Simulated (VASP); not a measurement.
An input for Quantum ESPRESSO's pw.x (written as the equivalent of a VASP run, and not itself run):

```
&CONTROL
  calculation = 'scf'
  pseudo_dir = './pseudo'
  outdir = './out'
  tprnfor = .true.
  tstress = .true.
/
&SYSTEM
  ibrav = 0
  nat = 3
  ntyp = 2
  ecutwfc = 86
  occupations = 'tetrahedra'
  input_dft = 'vdw-df2-b86r'
/
&ELECTRONS
  conv_thr = 7.3e-09
  electron_maxstep = 100
/
ATOMIC_SPECIES
  Pt 195.084 Pt.upf
  Se 78.971 Se.upf
CELL_PARAMETERS angstrom
     1.8917422   -3.2765938    0.0000000
     1.8917422    3.2765938    0.0000000
     0.0000000    0.0000000    4.9727850
ATOMIC_POSITIONS crystal
  Pt   0.0000000  0.0000000  0.0000000
  Se   0.3333330  0.6666670  0.2603490
  Se   0.6666670  0.3333330  0.7396510
K_POINTS automatic
  10 10 7 0 0 0
```

Task: Write the VASP files for the same calculation (rev-vdW-DF2).

Result: This is not unique; one that fits is 
**INCAR**
```
# general
SYSTEM   = PtSe2
PREC     = Accurate
ENCUT    = 520
LREAL    = .FALSE.
LASPH    = .TRUE.

# electronic loop
EDIFF    = 1E-7
NELM     = 100
ALGO     = Normal
LMAXMIX  = 6

# smearing
ISMEAR   = -5

# functional
GGA      = MK
LUSE_VDW = .TRUE.
AGGAC    = 0.0
PARAM1   = 0.1234568
PARAM2   = 0.7114
ZAB_VDW  = -1.8867

# ions
ISIF     = 2

# output
LWAVE    = .FALSE.
LCHARG   = .TRUE.
LORBIT   = 11
NEDOS    = 601

# other
LEFG     = .TRUE.
```

### KPOINTS
```
Automatic mesh
0
Gamma
10 10 7
0 0 0
```

File POSCAR:
```
PtSe2
4.9727850
  0.3804190531  -0.6589051793   0.0000000000
  0.3804190531   0.6589051793   0.0000000000
  0.0000000000   0.0000000000   0.9999999909
Pt Se
1 2
direct
  0.0000000000   0.0000000000   0.0000000000
  0.3333330000   0.6666670000   0.2603489813
  0.6666670000   0.3333330000   0.7396510187
```

POTCAR, in this order: Pt Se (PBE.64 set). Program: vasp_std.

Limits of the translation: the potentials are each code's own (VASP's PAW set, PseudoDojo norm-conserving files in pw.x), so ENCUT and ecutwfc are chosen apart and not converted; conv_thr bounds pw.x's estimated SCF error, while EDIFF bounds the energy change between steps; the field gradients of LEFG aren't asked of the other code.

The compound is PtSe2 in the 1T layered structure. It was relaxed first.
